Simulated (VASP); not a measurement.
Data:

```
BaS3
1.0
    6.82630     0.00000     0.00000
    0.00000     6.82630     0.00000
    0.00000     0.00000     4.12205
Ba S
2 6
Direct
  0.00000   0.00000   0.00000
  0.50000   0.50000   0.00000
  0.00000   0.50000   0.20729
  0.50000   0.00000   0.79271
  0.18068   0.31932   0.48079
  0.68068   0.18068   0.51921
  0.31932   0.81932   0.51921
  0.81932   0.68068   0.48079
```

Level of theory: PBEsol GGA, VASP's PBE PAW potentials (set 64) (plane waves; VASP). Settings: 400 eV cut-off, 4×4×6 Γ-centred mesh, tetrahedra with Blöchl corrections, potentials Ba_sv S.

Unless said otherwise, spin-orbit coupling is left out, though it shifts the bands of the heavy elements here.

Task: What does the run give for the energy per atom (σ→0), band gap (on the k-mesh) with the smallest direct gap where there is one?

Result: 
```yaml
band gap (on the k-mesh): 1.32 eV
smallest direct gap (on the k-mesh): 1.32 eV
energy per atom (σ→0): -4.953 eV/atom
```

Total energies compare only between runs with the same potentials, cut-off and functional.

The compound is BaS3 in the sg113 structure. It was relaxed first.
